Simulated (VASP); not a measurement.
Energy against volume of Au (fcc). Method: PBE GGA with D3 dispersion (zero damping), VASP's PBE PAW potentials (set 64) (plane waves; VASP). Run with 520 eV cut-off, 15×15×15 Γ-centred mesh, first-order Methfessel-Paxton smearing of 0.10 eV, potentials Au.

| V (Å³/atom) | E (eV/atom) |
|---|---|
| 16.164 | -3.84120 |
| 16.680 | -3.86756 |
| 17.196 | -3.87578 |
| 17.712 | -3.86935 |

### Question
Fit these four points and predict the energy of the run at 18.228 Å³/atom.

### Answer
A cubic in V^(−2/3), the third-order Birch-Murnaghan form, passes through the four points with V0 = 17.21 Å³/atom and B0 = 150 GPa, and gives -3.8511 eV/atom there. The run gave -3.8510 eV/atom, +0.1 meV/atom from the fit; all five points give B0 = 151 GPa.

The compound is Au in the fcc structure. It was relaxed first.
